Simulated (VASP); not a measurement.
Calculation: MS2 meta-GGA, VASP's PBE PAW potentials (set 64) (plane waves; VASP 6.6.1).

VASP ran on this input.

INCAR:
```
ALGO = Normal
EDIFF = 1E-6
EDIFFG = -0.01
ENCUT = 520
IBRION = 2
ISIF = 3
ISMEAR = 0
LASPH = T
LCHARG = F
LMAXMIX = 4
LMIXTAU = T
LREAL = F
LWAVE = F
METAGGA = MS2
NELM = 100
NSW = 60
PREC = Accurate
SIGMA = 0.05
SYSTEM = CdSe
```

### KPOINTS
```
K-points
0
G
  7 7 7
```

POSCAR:
```
CdSe
1
    0.0000000000     3.0250000000     3.0250000000
    3.0250000000     0.0000000000     3.0250000000
    3.0250000000     3.0250000000     0.0000000000
Cd Se
1 1
Direct
  0.0000000000   0.0000000000   0.0000000000
  0.2500000000   0.2500000000   0.2500000000
```

POTCAR, in this order: Cd Se (PBE.64 set). Program: vasp_std.

Energy and stress use the plane-wave basis of the starting cell.

**Question.** Estimate the energy per atom (σ→0), volume per atom, band gap (on the k-mesh).

**Answer.** 
```
Property                           Value
------------------------  --------------
energy per atom (σ→0)     -1.712 eV/atom
band gap (on the k-mesh)         0.92 eV
volume per atom            28.76 Å³/atom
```

File OSZICAR:
```
...
DAV:   4    -0.342196405321E+01    0.14103E-02   -0.24268E-03   520   0.649E-01    0.788E-02
DAV:   5    -0.342178106998E+01    0.18298E-03   -0.28805E-03   520   0.824E-01    0.105E-01
DAV:   6    -0.342276637068E+01   -0.98530E-03   -0.13307E-03   520   0.531E-01    0.151E-02
DAV:   7    -0.342303472458E+01   -0.26835E-03   -0.93134E-05   525   0.137E-01    0.101E-02
DAV:   8    -0.342303697405E+01   -0.22495E-05   -0.86736E-06   535   0.372E-02    0.324E-03
DAV:   9    -0.342304350095E+01   -0.65269E-05   -0.45591E-06   540   0.313E-02    0.117E-03
DAV:  10    -0.342304445295E+01   -0.95200E-06   -0.23984E-07   265   0.816E-03
   3 F= -.34230445E+01 E0= -.34230445E+01  d E =-.137491E-01
```

The compound is CdSe in the zinc blende structure, whereas wurtzite is the usual form. This run relaxes it. Symmetry was kept, so distortions that lower it aren't found.
